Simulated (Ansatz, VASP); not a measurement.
# Be (Beryllium): VASP beside Ansatz, part 2 of 2

Wanted: the spread between two codes on one cell, functional and k mesh. Of the first pair: The cell is taken from a series of runs on this material, whose earlier steps may have relaxed, scaled, displaced or heated it; both programs get it as it stands.

VASP 6.6.1 and Ansatz 0.2.0.

So far. Step 6 (VASP: single point, LDA): The run ends at a pressure of 5.86 GPa.

### Step 8. VASP: relaxation of cell and atoms, LDA, pair 3

Level of this step: LDA; plane waves and PAW (Be) (VASP).

The relaxed volume is the usual yardstick between codes: in a stiff, nearly cubic crystal its relative difference is about their pressure difference at one cell divided by the bulk modulus. Its start cell is another than that of the pair before, and may be another structure of the material.

INCAR

```
SYSTEM = Be
PREC = Accurate
ENCUT = 600
EDIFF = 1E-07
NELM = 120
ISMEAR = 1
SIGMA = 0.2
LREAL = .FALSE.
ALGO = Normal
GGA = CA
NBANDS = 8
LORBIT = 11
LWAVE = .FALSE.
LCHARG = .FALSE.
ISIF = 3
IBRION = 2
NSW = 80
EDIFFG = -0.005
LASPH = .TRUE.
GGA_COMPAT = .FALSE.
NELMIN = 4
```

POSCAR

```
Be
1.0
    2.2259700000      0.0000000000      0.0000000000
   -1.1129850000      1.9277460000      0.0000000000
    0.0000000000      0.0000000000      3.5162240000
Be
2
Direct
    0.3333333333      0.6666666667      0.2500000000
    0.6666666667      0.3333333333      0.7500000000
```

KPOINTS

```
Automatic mesh
0
Gamma
24 24 12
0 0 0
```

Potentials, in the order of the species: Be (LDA family, release 64).

Launch:

```
mpirun -np 1 vasp_std
```

Numbers of over 12 decimals in the logs are rounded to 6 here.

Output:

```text
[... set-up lines as in an earlier step ...]
 entering main loop
       N       E                     dE             d eps       ncg     rms          rms(c)
DAV:   1    -0.432573662365E+01   -0.43257E+01   -0.19600E+03  6936   0.460E+02
DAV:   2    -0.846082452118E+01   -0.41351E+01   -0.40457E+01 10864   0.457E+01
DAV:   3    -0.847497595183E+01   -0.14151E-01   -0.14060E-01  7088   0.269E+00
DAV:   4    -0.847498067907E+01   -0.47272E-05   -0.47272E-05 10000   0.501E-02
[...]
DAV:   8    -0.841762059140E+01    0.87984E-05   -0.78023E-06  7296   0.278E-02    0.532E-03
DAV:   9    -0.841761954831E+01    0.10431E-05   -0.56333E-07  9352   0.647E-03    0.505E-04
DAV:  10    -0.841761953994E+01    0.83720E-08   -0.16705E-09  4176   0.385E-04
   1 F= -.84176195E+01 E0= -.84174607E+01  d E =-.841762E+01
[...]
N       E                     dE             d eps       ncg     rms          rms(c)
DAV:   1    -0.841777994708E+01   -0.16040E-03   -0.90354E-04  7752   0.196E-01    0.120E-02
DAV:   2    -0.841777744100E+01    0.25061E-05   -0.27448E-06  7728   0.131E-02    0.732E-03
DAV:   3    -0.841777587523E+01    0.15658E-05   -0.52649E-07  8448   0.443E-03    0.269E-04
DAV:   4    -0.841777587493E+01    0.29506E-09   -0.39590E-09  4432   0.511E-04
   2 F= -.84177759E+01 E0= -.84176201E+01  d E =-.156335E-03
 trial-energy change:   -0.000156  1 .order   -0.000157   -0.000267   -0.000046
 step:   1.2110(harm=  1.2110)  dis= 0.00000  next Energy=    -8.417781 (dE=-0.162E-03)
[...]
N       E                     dE             d eps       ncg     rms          rms(c)
DAV:   1    -0.841778099051E+01   -0.51153E-05   -0.40139E-05  7760   0.412E-02    0.251E-03
DAV:   2    -0.841778087765E+01    0.11286E-06   -0.12217E-07  7728   0.277E-03    0.154E-03
DAV:   3    -0.841778080827E+01    0.69380E-07   -0.23268E-08  5328   0.935E-04    0.560E-05
DAV:   4    -0.841778080898E+01   -0.71073E-09   -0.27023E-10  3416   0.154E-04
   3 F= -.84177808E+01 E0= -.84176258E+01  d E =-.161269E-03
[...]
reached required accuracy - stopping structural energy minimisation
```

Parts of OUTCAR (step 8):

```text
  Total        0.0000173      0.0000173     -0.0058418     -0.0000000      0.0000000     -0.0000000
  in kB        0.0018311      0.0018311     -0.6176605     -0.0000000      0.0000000     -0.0000000
  external PRESSURE =      -0.2046661 kB  Pullay stress =       0.0000000 kB

 POSITION                                       TOTAL-FORCE (eV/Angst)
 -----------------------------------------------------------------------------------
     -0.00000      1.28796      0.87902         0.000000     -0.000000     -0.000000
      1.11540      0.64398      2.63705        -0.000000      0.000000      0.000000
 -----------------------------------------------------------------------------------
    total drift:                                0.000000     -0.000000      0.000000

  FREE ENERGIE OF THE ION-ELECTRON SYSTEM (eV)
  ---------------------------------------------------
  free  energy   TOTEN  =        -8.4177808090 eV

  energy  without entropy=       -8.4173157748  energy(sigma->0) =       -8.41762580

[... 2 parts as in an earlier step ...]

[... 2 further parts left out ...]
[key lines of the parts left out:]
E-fermi :   7.0865
```

### Step 9. Ansatz: relaxation of cell and atoms, LDA, pair 3

The same cell, functional (in two slightly different forms), mesh and smearing now go to Ansatz, which takes its cutoff from its data sets.

The cell is taken from a series of runs on this material, whose earlier steps may have relaxed, scaled, displaced or heated it; both programs get it as it stands.

input.yaml

```yaml
crystal:
  lattice:
    - [2.2259697348, 0.0, 0.0]
    - [-1.1129848674, 1.9277463384, 0.0]
    - [0.0, 0.0, 3.5162244346]
  atoms:
    - { symbol: Be, position: [0.3333333333, 0.6666666667, 0.25] }
    - { symbol: Be, position: [0.6666666667, 0.3333333333, 0.75] }
kpoints:
  mp_grid: { grid: [24, 24, 12] }
hamiltonian:
  xc: lda
  pseudopotentials: { kind: paw, azcp: { folder: soft_1 }, xc_functional: pbe }
scf:
  occupations: { method: methfessel_paxton, width: 0.2 }
output:
  forces: true
  stress: true
  eigenvalues: true
relax:
  adjacent_minimum: "off"
  f_tol: 0.001
  max_steps: 60
  cell: { stress_tol: 0.01 }
```

Launch:

```
ansatz run input.yaml --threads 4 --pin off --max-ram 10240MiB --backend cpu --events-out ev --progress --plain --runs-dir out
```

Output:

```text
[...]
Crystal: 2 atoms, lattice volume = 15.088 Å³
Basis set: ecut = 420 eV, 299 PW (Γ)
Bands: 6, of which v1, the nominal top of the filled ones, is band 2 counted from 1 (1 counted from 0)
Symmetry: 24 space group operations
[...]
k-points: 427 of 6912
[...]
P = ⅓ Tr σ = 0.0067 GPa (0.067 kbar)
--- Band table (eV; the first three rows and the last of 427) ---
[...]
--- Relaxed structure (3 steps of the walk, 3 accepted, 1 SCFs on fresh bases) ---
[...]
cell:  # Å, volume = 15.0929 Å³
    - [2.227825, 0, 0]
    - [-1.113912, 1.929353, 0]
    - [0, 0, 3.511387]
  atoms:
    - { symbol: Be, position: [0.333333, 0.666667, 0.25] }
    - { symbol: Be, position: [0.666667, 0.333333, 0.75] }
[key lines of the parts left out:]
SCF converged after 3 iterations
Free energy (F): -176.467709 eV
Fermi energy:    8.326948 eV
```

### Step 10. Comparison

Both answers:

```csv
quantity,Ansatz,VASP,difference
volume (Å³),15.09,15.15,-0.40 %
"edge a after relaxation, in the typed setting (Å)",2.228,2.231,-0.13 %
"edge c after relaxation, in the typed setting (Å)",3.511,3.516,-0.13 %
```

### Step 11. Results

```yaml
difference_in_volume_relaxation_of_cell_and_atoms_lda_pair_1: -0.39 %
difference_in_pressure_single_point_lda: -0.56 GPa
difference_in_volume_relaxation_of_cell_and_atoms_lda_pair_3: -0.40 %
```

What this shows: The difference in pressure is -0.56 GPa (single point, LDA), within the 1 GPa picked in this series as the mark of a large difference. 3 further runs of this series are not shown here. How closely two codes agree says nothing of how well the functional describes the real material.

[Lines on the potential files, build, host, timing and source positions are cut from VASP's logs without a mark.]

[Logs are printed without paths, hosts, clocks, repeated set-up lines and the standing remarks that a program may print on its own settings, such as how far it seeks lower states.]

[Hosts, paths, dates, database ids (printed as entryN), source tags and the programs' standing remarks are cut or masked in the printed files.]
